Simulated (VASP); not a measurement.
Consider the following.

```xyz
1
Lattice="-2.6400 2.6400 2.6400 2.6400 -2.6400 2.6400 2.6400 2.6400 -2.6400" Properties=species:S:1:pos:R:3 pbc="T T T"
K      0.0000     0.0000     0.0000
```

All values below come from PBE GGA, VASP's PBE PAW potentials (set 64) (plane waves; VASP). Run with 300 eV cut-off, 9×9×9 Γ-centred mesh, Gaussian smearing of 0.14 eV, potentials K_sv.

At this cut-off the stress carries a Pulay error, which pulls relaxed volumes low. Energy and stress use the plane-wave basis of the starting cell.

Q: The ions, cell shape and volume are relaxed. Give the cell that the relaxation ends in.

A: 
```xyz
1
Lattice="-2.6111 2.6111 2.6111 2.6111 -2.6111 2.6111 2.6111 2.6111 -2.6111" Properties=species:S:1:pos:R:3 pbc="T T T"
K      0.0000     0.0000     0.0000
```
Space group Im-3m (229), at a tolerance of 0.03 Å.

Q: How do energy and volume change from the first to the last step?

A: The energy (σ→0) changes by -1.1 meV/atom and the volume by -3.2 %, in 5 ionic steps.

The structure is a typed K crystal (Im-3m). This run relaxes it. Symmetry was kept, so distortions that lower it aren't found. The run is one of a series of settings (EDIFFG = -0.01, IBRION = 2, ISIF = 3, NSW = 50 against the base run), some of them coarse on purpose.
